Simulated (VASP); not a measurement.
Input:

```xyz
4
Lattice="-1.5646 1.5646 5.2969 1.5646 -1.5646 5.2969 1.5646 1.5646 -5.2969" Properties=species:S:1:pos:R:3 pbc="T T T"
Ir     0.0000     0.0000     7.9454
Ir     0.0000     1.5646     0.0000
P      0.0000     0.0000     1.7586
P      0.0000     1.5646     4.4071
```

Calculation: PBE GGA, VASP's PBE PAW potentials (set 64) (plane waves; VASP). Settings: 300 eV cut-off, 8×8×8 Γ-centred mesh, Fermi-Dirac smearing of 0.10 eV, potentials Ir P.

Question: Give the energies of bands 4 to 17 at the high-symmetry points, in eV from the Fermi level.

Answer: 
```csv
band,Γ,X,P,N,M,S,R
4,-6.53,-8.40,-8.47,-8.85,-7.02,-8.69,-8.44
5,-5.81,-7.62,-7.46,-6.44,-6.38,-6.41,-7.58
6,-5.37,-7.62,-7.46,-6.37,-6.38,-6.14,-7.58
7,-5.37,-5.79,-5.95,-5.60,-6.05,-5.54,-5.77
8,-5.37,-5.79,-5.95,-5.28,-6.05,-5.51,-5.77
9,-4.42,-3.81,-3.69,-4.96,-3.03,-4.97,-3.91
10,-4.42,-3.81,-3.69,-4.02,-3.03,-4.22,-3.91
11,-3.37,-1.28,-1.27,-2.90,-2.43,-2.85,-1.40
12,-2.65,-1.28,-1.27,-2.68,-2.43,-2.47,-1.40
13,-1.02,-0.91,-0.97,-1.47,-1.62,-1.54,-0.84
14,0.88,-0.91,-0.97,-0.69,-1.62,-0.76,-0.84
15,0.88,1.47,1.25,-0.56,0.87,-0.21,1.39
16,1.78,1.47,1.25,1.65,0.87,1.67,1.39
17,1.78,1.88,2.16,3.34,3.34,3.34,2.15
```

It has no gap at this level: it comes out as a metal or semimetal.

The structure was generated: PIr was put into an ordered model structure, which need not be its known phase. The cell was not relaxed at this level. The k-mesh is coarse (spacing up to 0.35 per Å, 2π included), so the numbers may not be converged in it.
